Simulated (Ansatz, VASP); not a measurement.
# Cross-check of ZnS (Wurtzite-2H) between VASP and Ansatz

One calculation is typed for both programs; each brings its own data sets. How far apart do they land? The cell is taken from a series of runs on this material, whose earlier steps may have relaxed, scaled, displaced or heated it; both programs get it as it stands.

Main program and level: Ansatz 0.2.0; plane waves, with VASP 6.6.1 beside it; PBE.

### 1. The starting structure

It takes space group P6_3mc (No. 186, hexagonal). Conventional cell: a = 3.922 Å, b = 3.922 Å, c = 6.424 Å, α = 90.00°, β = 90.00°, γ = 120.00°. Nearest to S lie 4 Zn at 2.40 to 2.41 Å. Nearest to Zn lie 4 S at 2.40 to 2.41 Å. Farther neighbours and most contacts between anions are not listed.

### 2. VASP: zone-centre phonons, PBE

Second derivatives magnify differences that forces hide, and they need a tight electronic threshold.

Lines of VASP's logs that name or quote its potential files are left out, and so is its time.

INCAR

```
SYSTEM = ZnS
PREC = Accurate
ENCUT = 500
EDIFF = 1E-08
NELM = 120
ISMEAR = 0
SIGMA = 0.01
LREAL = .FALSE.
ALGO = Normal
GGA = PE
NBANDS = 24
LORBIT = 11
LWAVE = .FALSE.
LCHARG = .FALSE.
ISIF = 2
IBRION = 8
LEPSILON = .TRUE.
LASPH = .TRUE.
GGA_COMPAT = .FALSE.
EFERMI = MIDGAP
KPAR = 2
```

POSCAR

```
ZnS
1.0
    3.9222856151      0.0000000000      0.0000000000
   -1.9611428076      3.3967989836      0.0000000000
    0.0000000000      0.0000000000      6.4240178450
S Zn
2 2
Direct
    0.3333333334      0.6666666668      0.3800311348
    0.6666666668      0.3333333334      0.8800311348
    0.3333333334      0.6666666668      0.0049688652
    0.6666666668      0.3333333334      0.5049688652
```

KPOINTS

```
Automatic mesh
0
Gamma
12 12 8
0 0 0
```

PAW data sets: S and Zn (PBE family, release 64).

The run is started by

```bash
> mpirun -np 2 vasp_std
```

Numbers of over 12 decimals in the logs are rounded to 6 here.

The log of the run:

```text
[banner, memory and clock lines left out]
running    2 mpi-ranks, on    1 nodes
 distrk:  each k-point on    1 cores,    2 groups
 distr:  one band on    1 cores,    1 groups

 POSCAR found type information on POSCAR S Zn
 POSCAR found :  2 types and       4 ions
 LDA part: xc-table for (Slater+PW92), standard interpolation
 POSCAR, INCAR and KPOINTS ok, starting setup
 FFT: planning ... GRIDC
 FFT: planning ... GRID_SOFT
 FFT: planning ... GRID
 WAVECAR not read
 entering main loop
       N       E                     dE             d eps       ncg     rms          rms(c)
DAV:   1     0.227951990975E+03    0.22795E+03   -0.16795E+04  4560   0.170E+03
DAV:   2     0.633259753174E+01   -0.22162E+03   -0.21420E+03  4936   0.349E+02
DAV:   3    -0.140867660842E+02   -0.20419E+02   -0.20305E+02  5624   0.107E+02
DAV:   4    -0.144959958869E+02   -0.40923E+00   -0.40897E+00  5488   0.158E+01
DAV:   5    -0.145037281884E+02   -0.77323E-02   -0.77317E-02  5800   0.203E+00    0.844E+00
DAV:   6    -0.136363461933E+02    0.86738E+00   -0.18619E+00  7056   0.382E+01    0.668E+00
DAV:   7    -0.136477522171E+02   -0.11406E-01   -0.13611E+00  5384   0.665E+00    0.318E+00
DAV:   8    -0.136409052378E+02    0.68470E-02   -0.69967E-02  6056   0.336E+00    0.888E-01
DAV:   9    -0.136411362052E+02   -0.23097E-03   -0.11143E-02  6448   0.205E+00    0.226E-01
DAV:  10    -0.136413584629E+02   -0.22226E-03   -0.13745E-03  5488   0.348E-01    0.113E-01
DAV:  11    -0.136416189995E+02   -0.26054E-03   -0.45661E-04  5160   0.128E-01    0.106E-01
DAV:  12    -0.136416135382E+02    0.54614E-05   -0.17786E-05  5664   0.710E-02    0.843E-03
DAV:  13    -0.136416166730E+02   -0.31348E-05   -0.52699E-06  5320   0.238E-02    0.414E-03
DAV:  14    -0.136416167673E+02   -0.94328E-07   -0.55419E-07  5760   0.746E-03    0.272E-03
DAV:  15    -0.136416167685E+02   -0.11823E-08   -0.41350E-08  5392   0.149E-03
   1 F= -.13641617E+02 E0= -.13641617E+02  d E =0.000000E+00
 Linear response reoptimize wavefunctions to high precision
DAV:   1    -0.136416167640E+02    0.45566E-08   -0.11304E-08  5592   0.101E-03
DAV:   2    -0.136416167640E+02   -0.44565E-10   -0.51412E-10  3424   0.173E-04
 Linear response G [H, r] |phi>, progress :
  Direction:   1
       N       E                     dE             d eps       ncg     rms
RMM:   1    -0.842262349165E+02   -0.84226E+02    0.39197E+02  8549   0.870E+01
RMM:   2    -0.910636145075E+02   -0.68374E+01   -0.23448E+01  7610   0.309E+01
RMM:   3    -0.915454426600E+02   -0.48183E+00   -0.13811E+00  8137   0.752E+00
RMM:   4    -0.915610165861E+02   -0.15574E-01   -0.58163E-02  8285   0.152E+00
RMM:   5    -0.915621071340E+02   -0.10905E-02   -0.58365E-03  8393   0.395E-01
RMM:   6    -0.915622965644E+02   -0.18943E-03   -0.70580E-04  8536   0.113E-01
RMM:   7    -0.915623356622E+02   -0.39098E-04   -0.20404E-04  8673   0.365E-02
RMM:   8    -0.915623390757E+02   -0.34136E-05   -0.88412E-05  8781   0.127E-02
RMM:   9    -0.915623349054E+02    0.41703E-05   -0.14785E-04  8808   0.553E-03
RMM:  10    -0.915623339394E+02    0.96602E-06   -0.11949E-04  7814   0.311E-03
RMM:  11    -0.915623329557E+02    0.98376E-06   -0.10257E-04  6530   0.225E-03
RMM:  12    -0.915623332375E+02   -0.28189E-06   -0.32442E-05  6031   0.198E-03
RMM:  13    -0.915623328198E+02    0.41776E-06   -0.49271E-05  5887   0.182E-03
RMM:  14    -0.915623333325E+02   -0.51271E-06   -0.23751E-07  5766   0.179E-03
RMM:  15    -0.915623329413E+02    0.39119E-06    0.22986E-05  5687   0.176E-03
RMM:  16    -0.915623337518E+02   -0.81047E-06    0.43008E-05  5636   0.177E-03
 Linear response G [H, r] |phi>, progress :
  Direction:   2
       N       E                     dE             d eps       ncg     rms
RMM:   1    -0.973686882790E+02   -0.97369E+02    0.23535E+02  8675   0.844E+01
RMM:   2    -0.101420851265E+03   -0.40522E+01   -0.19373E+01  7547   0.297E+01
RMM:   3    -0.101882590767E+03   -0.46174E+00   -0.10768E+00  8133   0.695E+00
RMM:   4    -0.101902415752E+03   -0.19825E-01   -0.37988E-02  8199   0.142E+00
RMM:   5    -0.101903891158E+03   -0.14754E-02   -0.41969E-03  8336   0.380E-01
RMM:   6    -0.101904124225E+03   -0.23307E-03   -0.71657E-04  8474   0.111E-01
RMM:   7    -0.101904143998E+03   -0.19773E-04   -0.31765E-04  8648   0.365E-02
RMM:   8    -0.101904145015E+03   -0.10165E-05   -0.20770E-04  8744   0.136E-02
RMM:   9    -0.101904134919E+03    0.10096E-04   -0.64507E-05  8810   0.591E-03
RMM:  10    -0.101904132481E+03    0.24374E-05   -0.60681E-05  7790   0.333E-03
RMM:  11    -0.101904131149E+03    0.13322E-05   -0.22454E-05  6657   0.233E-03
RMM:  12    -0.101904132240E+03   -0.10910E-05   -0.54663E-05  6079   0.197E-03
RMM:  13    -0.101904130283E+03    0.19575E-05   -0.29001E-05  5871   0.180E-03
RMM:  14    -0.101904130818E+03   -0.53484E-06    0.17339E-05  5735   0.178E-03
RMM:  15    -0.101904130674E+03    0.14334E-06   -0.38643E-05  5629   0.174E-03
[...]
RMM:  10    -0.125235070766E+01   -0.30270E-04   -0.99454E-07 27822   0.227E-03    0.391E-04
RMM:  11    -0.125236153189E+01   -0.10824E-04   -0.38072E-09 28345   0.765E-04    0.143E-04
RMM:  12    -0.125235807083E+01    0.34611E-05    0.32455E-07 23895   0.371E-04    0.278E-05
RMM:  13    -0.125235754092E+01    0.52991E-06    0.66398E-08 16995   0.117E-04    0.122E-05
[...]
RMM:  12    -0.127578812826E+01    0.56146E-05   -0.26328E-07  7193   0.326E-04    0.279E-05
RMM:  13    -0.127578705673E+01    0.10715E-05   -0.19336E-07  5406   0.117E-04    0.148E-05
RMM:  14    -0.127578673577E+01    0.32096E-06   -0.15856E-07  3980   0.774E-05    0.275E-06
 change of polarisation eV/A/(eV/A) component  3 :    -0.239    -0.236     2.351
 dielectric tensor                  component  3 :    -0.506    -0.498     5.971
 Linear response DOF=           4
 Linear response progress:
  Degree of freedom:   1/  4
       N       E                     dE             d eps       ncg     rms          rms(c)
RMM:   1    -0.108486640229E+00   -0.10849E+00    0.42687E-02 70412   0.182E+00
RMM:   2    -0.105595855397E+00    0.28908E-02   -0.60541E-03 43170   0.560E-01    0.148E-01
RMM:   3    -0.105987787345E+00   -0.39193E-03   -0.36762E-04 48582   0.128E-01    0.707E-02
RMM:   4    -0.106383215407E+00   -0.39543E-03   -0.67363E-05 48247   0.449E-02    0.179E-02
RMM:   5    -0.106465847038E+00   -0.82632E-04   -0.62267E-06 50241   0.138E-02    0.911E-03
RMM:   6    -0.106446783853E+00    0.19063E-04   -0.95684E-07 50115   0.418E-03    0.374E-03
RMM:   7    -0.106457460383E+00   -0.10677E-04   -0.21426E-08 47428   0.173E-03    0.407E-04
RMM:   8    -0.106455406060E+00    0.20543E-05   -0.47876E-08 50939   0.526E-04    0.111E-04
RMM:   9    -0.106454099127E+00    0.13069E-05   -0.22170E-08 47546   0.243E-04    0.800E-05
RMM:  10    -0.106454646896E+00   -0.54777E-06   -0.14964E-08 48213   0.910E-05    0.171E-05
RMM:  11    -0.106454929140E+00   -0.28224E-06    0.32291E-08 50065   0.508E-05    0.106E-05
RMM:  12    -0.106454878136E+00    0.51004E-07    0.40179E-08 51357   0.236E-05    0.165E-06
RMM:  13    -0.106454882687E+00   -0.45512E-08    0.34975E-08 44771   0.150E-05    0.220E-06
 first order change of Fermi-energy  -0.92796E-01
 force on displaced ion       1 direction 1 :  -4.966  -0.000   0.000
 Born effective charge ion    1 direction 1 :  -2.056   0.000  -0.000
 Linear response progress:
  Degree of freedom:   2/  4
       N       E                     dE             d eps       ncg     rms          rms(c)
RMM:   1    -0.125684712420E+00   -0.12568E+00    0.52386E-02 16288   0.183E+00
RMM:   2    -0.122319731615E+00    0.33650E-02   -0.61468E-03  9563   0.616E-01    0.160E-01
RMM:   3    -0.122543923317E+00   -0.22419E-03   -0.57485E-04 10998   0.151E-01    0.764E-02
RMM:   4    -0.122778231051E+00   -0.23431E-03   -0.78020E-05 10232   0.543E-02    0.260E-02
RMM:   5    -0.122823701428E+00   -0.45470E-04   -0.69242E-06 11165   0.187E-02    0.831E-03
RMM:   6    -0.122815225356E+00    0.84761E-05    0.58392E-07 11415   0.399E-03    0.454E-03
RMM:   7    -0.122820090654E+00   -0.48653E-05   -0.21872E-07 11167   0.165E-03    0.684E-04
RMM:   8    -0.122820373354E+00   -0.28270E-06    0.31092E-09 10359   0.653E-04    0.204E-04
RMM:   9    -0.122820284877E+00    0.88477E-07   -0.53780E-08 11154   0.253E-04    0.616E-05
RMM:  10    -0.122820404075E+00   -0.11920E-06   -0.74584E-09 11590   0.849E-05    0.317E-05
RMM:  11    -0.122820377467E+00    0.26608E-07   -0.12166E-08 11279   0.383E-05    0.885E-06
RMM:  12    -0.122820372604E+00    0.48628E-08    0.64894E-08 10261   0.302E-05    0.423E-06
 first order change of Fermi-energy  -0.77360E-01
 force on displaced ion       1 direction 3 :  -0.000   0.000  -7.269
 Born effective charge ion    1 direction 3 :   0.000  -0.000  -2.155
 Linear response progress:
  Degree of freedom:   3/  4
       N       E                     dE             d eps       ncg     rms          rms(c)
RMM:   1    -0.212251131687E+00   -0.21225E+00   -0.19269E-02 41544   0.175E+00
RMM:   2    -0.210298119478E+00    0.19530E-02   -0.32495E-03 43522   0.354E-01    0.108E-01
RMM:   3    -0.209982239902E+00    0.31588E-03   -0.80916E-05 50109   0.586E-02    0.640E-02
RMM:   4    -0.209535467934E+00    0.44677E-03   -0.14091E-05 49666   0.263E-02    0.353E-03
RMM:   5    -0.209512651996E+00    0.22816E-04   -0.16971E-06 51108   0.416E-03    0.177E-03
RMM:   6    -0.209503958302E+00    0.86937E-05   -0.82271E-07 50177   0.274E-03    0.402E-04
RMM:   7    -0.209504930592E+00   -0.97229E-06   -0.30144E-07 51869   0.489E-04    0.180E-04
RMM:   8    -0.209504453662E+00    0.47693E-06   -0.20544E-07 49739   0.398E-04    0.369E-05
RMM:   9    -0.209504388970E+00    0.64692E-07   -0.75609E-08 51991   0.916E-05    0.235E-05
RMM:  10    -0.209504453388E+00   -0.64418E-07   -0.93596E-09 50737   0.593E-05    0.447E-06
RMM:  11    -0.209504464174E+00   -0.10786E-07   -0.14285E-08 52180   0.207E-05    0.291E-06
RMM:  12    -0.209504480087E+00   -0.15913E-07    0.26055E-09 47165   0.158E-05    0.654E-07
RMM:  13    -0.209504482038E+00   -0.19510E-08   -0.12651E-09 39186   0.121E-05    0.284E-07
 first order change of Fermi-energy  -0.15641E+00
 force on displaced ion       3 direction 1 :  -4.141   0.000   0.000
 Born effective charge ion    3 direction 1 :   2.056  -0.000   0.000
 Linear response progress:
  Degree of freedom:   4/  4
       N       E                     dE             d eps       ncg     rms          rms(c)
RMM:   1    -0.217539049285E+00   -0.21754E+00   -0.15500E-02  9427   0.176E+00
RMM:   2    -0.215499366983E+00    0.20397E-02   -0.31719E-03  9995   0.366E-01    0.126E-01
RMM:   3    -0.215056163194E+00    0.44320E-03   -0.17698E-04 11174   0.730E-02    0.681E-02
RMM:   4    -0.214600902239E+00    0.45526E-03   -0.88439E-05 11188   0.395E-02    0.194E-02
RMM:   5    -0.214451291484E+00    0.14961E-03   -0.19166E-05 11192   0.210E-02    0.729E-03
RMM:   6    -0.214456557199E+00   -0.52657E-05   -0.34458E-07 11486   0.552E-03    0.423E-03
RMM:   7    -0.214463852584E+00   -0.72954E-05   -0.70356E-07 10909   0.276E-03    0.389E-04
RMM:   8    -0.214464285103E+00   -0.43252E-06   -0.13280E-07 11424   0.614E-04    0.260E-04
RMM:   9    -0.214464965659E+00   -0.68056E-06    0.24572E-08 11186   0.356E-04    0.670E-05
RMM:  10    -0.214464899645E+00    0.66014E-07    0.39539E-08 11734   0.109E-04    0.266E-05
RMM:  11    -0.214464997600E+00   -0.97955E-07    0.50664E-09 11573   0.487E-05    0.874E-06
RMM:  12    -0.214465027855E+00   -0.30254E-07   -0.13654E-08 11567   0.252E-05    0.432E-06
RMM:  13    -0.214465028485E+00   -0.63048E-09   -0.28289E-08 10963   0.149E-05    0.143E-06
 first order change of Fermi-energy   0.77316E-01
 force on displaced ion       3 direction 3 :  -0.000  -0.000  -5.875
 Born effective charge ion    3 direction 3 :   0.000   0.000   2.155
 Born effective charges drift removed
 Linear response finished
```

(Continued in part 2 of 3.)

[Lines on the potential files, build, host, timing and source positions are cut from VASP's logs without a mark.]

[Logs are printed without paths, hosts, clocks, repeated set-up lines and the standing remarks that a program may print on its own settings, such as how far it seeks lower states.]

[Hosts, paths, dates, database ids (printed as entryN), source tags and the programs' standing remarks are cut or masked in the printed files.]
